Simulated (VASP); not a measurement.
Data:

```
BaCd2P2
1.0
    4.33094     0.00000     0.00000
   -2.16547     3.75070     0.00000
    0.00000     0.00000     7.40623
Ba Cd P
1 2 2
Direct
  0.00000   0.00000   0.00000
  0.66667   0.33333   0.36925
  0.33333   0.66667   0.63075
  0.66667   0.33333   0.73430
  0.33333   0.66667   0.26570
```

Computed with LDA (Ceperley-Alder, Perdew-Zunger) with spin-orbit coupling, VASP's LDA PAW potentials (set 64) (plane waves; VASP 6.6.1). Numerical set-up: 400 eV cut-off, 5×5×3 Γ-centred mesh, Gaussian smearing of 0.050 eV, potentials Ba_sv Cd P.

Task: Give the energies of bands 37 to 50 at the high-symmetry points, in eV from the valence-band maximum.

Result: 
```csv
band,Γ,M,K,A,L,H
37,-1.29,-2.10,-3.75,-0.86,-2.67,-3.16
38,-1.29,-2.10,-3.75,-0.86,-2.67,-3.16
39,-0.16,-2.08,-1.80,-0.85,-2.48,-2.29
40,-0.16,-2.08,-1.80,-0.85,-2.48,-2.29
41,-0.04,-1.93,-1.69,-0.77,-0.85,-1.89
42,-0.04,-1.93,-1.69,-0.77,-0.85,-1.89
43,0.00,-1.47,-1.45,-0.70,-0.73,-1.88
44,0.00,-1.47,-1.45,-0.70,-0.73,-1.88
45,0.74,0.87,2.85,0.63,0.81,2.23
46,0.74,0.87,2.85,0.63,0.81,2.23
47,0.85,2.95,2.86,1.82,2.01,2.28
48,0.85,2.95,2.86,1.82,2.01,2.28
49,1.77,3.08,3.35,2.63,2.38,4.05
50,1.77,3.08,3.35,2.63,2.38,4.09
```

The gap is indirect, 0.63 eV, from the valence maximum at Γ to the conduction minimum at A.

The structure comes from a computed database's BaCd2P2 entry (P-3m1); how it stands against other phases isn't given here. It was relaxed first, which changed the volume by -7 %.
